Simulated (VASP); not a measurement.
The system is FeNi3 (Awaruite).

```xyz
4
Lattice="3.5450 0.0000 0.0000 0.0000 3.5450 0.0000 0.0000 0.0000 3.5450" Properties=species:S:1:pos:R:3 pbc="T T T"
Fe    0.0000    0.0000    0.0000
Ni    0.0000    1.7725    1.7725
Ni    1.7725    0.0000    1.7725
Ni    1.7725    1.7725    0.0000
```

Base run:

| Property | Result |
| --- | --- |
| Program | VASP 6.6.1 |
| Functional | r2SCAN |
| Potentials or basis | VASP PAW PBE potentials, release 64 (Fe, Ni) |
| Cutoff | 520 eV |
| k mesh | 5 × 5 × 5 |
| Occupations | fermi-dirac, width 0.1 eV |
| Spin | collinear spin, typed start |
| Starting moments | [2.4, -1.0, 1.0, -1.0] μB |

Its results: band gap on the k mesh none (metal or under the smearing width); pressure -5.9 GPa; net moment 4.92 μB per cell; site moments Fe +3.13; Ni +0.64 μB.

**Question.** The run is repeated on the same cell with these changes: k mesh from 5 × 5 × 5 to 3 × 3 × 3; further incar settings from ALGO = Normal; EDIFF = 1e-06; NBANDS = 31 to ALGO = Normal; EDIFF = 1e-07; NBANDS = 31. What comes out?

**Answer.** Band gap on the k mesh none (metal or under the smearing width); pressure -7.2 GPa; net moment 4.45 μB per cell; site moments Fe +3.06; Ni +0.51 μB.

Caveats: some runs use coarse meshes; the PAW data sets were made with another functional, which shifts forces and pressure a little.

Not every run made on this cell is shown here.
